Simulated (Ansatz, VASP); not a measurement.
**Two plane-wave programs on CsCaH3**

INCAR

```
SYSTEM = CsCaH3
  ALGO = Normal
  EDIFF = 1E-6
  ENCUT = 520
  GGA = CA
  ISIF = 2
  ISMEAR = 0
  LASPH = .True.
  LCHARG = .True.
  LELF = .True.
  LREAL = .False.
  LVHAR = .True.
  LWAVE = .False.
  NBANDS = 19
  NELM = 100
  PREC = Accurate
  SIGMA = 0.05
```

File KPOINTS:

```
k-points
0
Gamma
  6 6 6
  0 0 0
```

POSCAR

```
CsCaH3
1.0
    5.3347695475      0.0000000000      0.0000000000
    0.0000000000      5.3347695475      0.0000000000
    0.0000000000      0.0000000000      3.4676002059
Cs Ca H
1 1 3
Direct
    0.0000000000      0.0000000000      0.0000000000
    0.5000000000      0.5000000000      0.5000000000
    0.5000000000      0.0000000000      0.5000000000
    0.0000000000      0.5000000000      0.5000000000
    0.5000000000      0.5000000000      0.0000000000
```

Input for Ansatz:

```yaml
crystal:
  lattice:
    - [5.3347695475, 0.0, 0.0]
    - [0.0, 5.3347695475, 0.0]
    - [0.0, 0.0, 3.4676002059]
  atoms:
    - { symbol: Cs, position: [0.0, 0.0, 0.0] }
    - { symbol: Ca, position: [0.5, 0.5, 0.5] }
    - { symbol: H, position: [0.5, 0.0, 0.5] }
    - { symbol: H, position: [0.0, 0.5, 0.5] }
    - { symbol: H, position: [0.5, 0.5, 0.0] }
basis:
  ecutwfc: 420
kpoints:
  mp_grid: { grid: [6, 6, 6] }
hamiltonian:
  xc: lda
scf:
  occupations: { method: gaussian, width: 0.05 }
output:
  forces: true
  stress: true
  eigenvalues: true
```

Alike in both runs: task single point; functional LDA; k mesh 6 × 6 × 6; occupations gaussian, width 0.05 eV; no spin polarisation.

```csv
,VASP,Ansatz
version,VASP 6.6.1,Ansatz 0.2.0
potentials or method,"VASP PAW LDA potentials, release 64 (Cs_sv, Ca_sv, H)","scalar-relativistic, plane waves, PAW"
plane-wave cutoff (eV),520,420
valence electrons in the cell,22,22
```

Ansatz gave:

```
gap on the k mesh at the Fermi level (eV)       : 2.24
least direct gap on the mesh (eV)               : 2.24
pressure (GPa)                                  : 3.6
largest component of the traceless stress (GPa) : 18.35
```

Question: Estimate VASP's values.

Answer: gap on the k mesh at the Fermi level (eV): 2.20; least direct gap on the mesh (eV): 2.20; pressure (GPa): 3.7; largest component of the traceless stress (GPa): 18.55.

Caveats: spin-orbit coupling is left out, which moves the levels of the heavy elements. A k mesh can miss the band edges. As with any semilocal functional, this LDA gap is likely too small.
